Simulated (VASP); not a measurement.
Energy against volume of Cs (bcc). These are PBE GGA, VASP's PBE PAW potentials (set 64) (plane waves; VASP) values and carry that method's errors. Settings: 520 eV cut-off, 9×9×9 Γ-centred mesh, first-order Methfessel-Paxton smearing of 0.10 eV, potentials Cs_sv.

```
V (Å³/atom)  E (eV/atom)
-----------  -----------
109.291         -0.84873
112.779         -0.85122
116.267         -0.85218
119.755         -0.85180
```

Task: Fit these four points and predict the energy of the run at 123.243 Å³/atom.

Result: A cubic in V^(−2/3), the third-order Birch-Murnaghan form, passes through the four points with V0 = 116.95 Å³/atom and B0 = 2 GPa, and gives -0.8502 eV/atom there. The run gave -0.8503 eV/atom, -0.0 meV/atom from the fit; all five points give B0 = 2 GPa.

The compound is Cs in the bcc structure. It was relaxed first.
